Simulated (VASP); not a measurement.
Given:

```
CELL_PARAMETERS angstrom
      2.90994     0.00000     0.00000
      0.00000     2.90994     0.00000
      0.00000     0.00000     2.90994
ATOMIC_POSITIONS crystal
  Al 0.50000 0.50000 0.50000
  Ni 0.00000 0.00000 0.00000
```

Level of theory: PBE GGA, VASP's PBE PAW potentials (set 64) (plane waves; VASP). Settings: 300 eV cut-off, 8×8×8 Γ-centred mesh, Gaussian smearing of 0.10 eV, potentials Al Ni.

Task: Give the energies of bands 1 to 9 at the high-symmetry points, in eV from the Fermi level.

Result: 
```tsv
band	Γ	X	M	R
1	-10.85	-6.73	-5.09	-3.87
2	-3.01	-6.54	-3.16	-3.87
3	-3.01	-2.56	-2.73	-3.87
4	-1.40	-2.08	-2.73	-0.87
5	-1.40	-2.08	-1.91	-0.87
6	-1.40	-1.32	-1.91	2.10
7	5.45	-0.55	-0.90	2.10
8	5.45	8.34	1.50	2.10
9	5.45	9.96	2.41	3.51
```

It has no gap at this level: it comes out as a metal or semimetal.

The structure is a typed NiAl crystal. The cell was not relaxed at this level. The run is not spin-polarised, so no magnetic state was tried. The electron count is odd and the run is not spin-polarised, which forces a metal.
